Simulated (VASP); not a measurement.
Energy against volume of SrCl2 (fluorite). Calculation: SCAN meta-GGA, VASP's PBE PAW potentials (set 64) (plane waves; VASP 6.6.1). Numerical set-up: 520 eV cut-off, 6×6×6 Γ-centred mesh, Gaussian smearing of 0.050 eV, potentials Sr_sv Cl.

| V (Å³/atom) | E (eV/atom) |
|---|---|
| 26.611 | -15.50937 |
| 27.460 | -15.52043 |
| 28.310 | -15.52400 |
| 29.159 | -15.52150 |

Q: Fit these four points and predict the energy of the run at 30.008 Å³/atom.

A: A cubic in V^(−2/3), the third-order Birch-Murnaghan form, passes through the four points with V0 = 28.35 Å³/atom and B0 = 38 GPa, and gives -15.5141 eV/atom there. The run gave -15.5139 eV/atom, +0.2 meV/atom from the fit; all five points give B0 = 38 GPa.

The compound is SrCl2 in the fluorite structure. It was relaxed first.
